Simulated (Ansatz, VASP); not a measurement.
**NiPt: VASP beside Ansatz**

```xyz
2
Lattice="2.7099 0.0000 0.0000 0.0000 2.7099 0.0000 0.0000 0.0000 3.5783" Properties=species:S:1:pos:R:3 pbc="T T T"
Ni    1.3550    1.3550    1.7892
Pt    0.0000    0.0000    0.0000
```

Alike in both runs: task single point; functional LDA; k mesh 11 × 11 × 8; occupations fermi-dirac, width 0.1 eV; no spin polarisation.

```csv
,VASP,Ansatz
version,VASP 6.6.1,Ansatz 0.2.0
potentials or method,"VASP PAW LDA potentials, release 64 (Ni, Pt)","PAW with Ansatz's default frozen-core files, scalar-relativistic"
plane-wave cutoff (eV),520,420
valence electrons in the cell,20,36
```

|  | VASP | Ansatz | Ansatz less VASP |
| --- | --- | --- | --- |
| pressure (GPa) | -12.5 | -13.0 | -0.49 |
| largest component of the traceless stress (GPa) | 0.50 | 0.59 | +0.093 |

The two sets of potentials don't hold the same shells in valence.

Spin-orbit coupling is left out, which matters for the levels of Pt. Spin polarisation is off, so any magnetic state and its effect on volume and gap are missing.
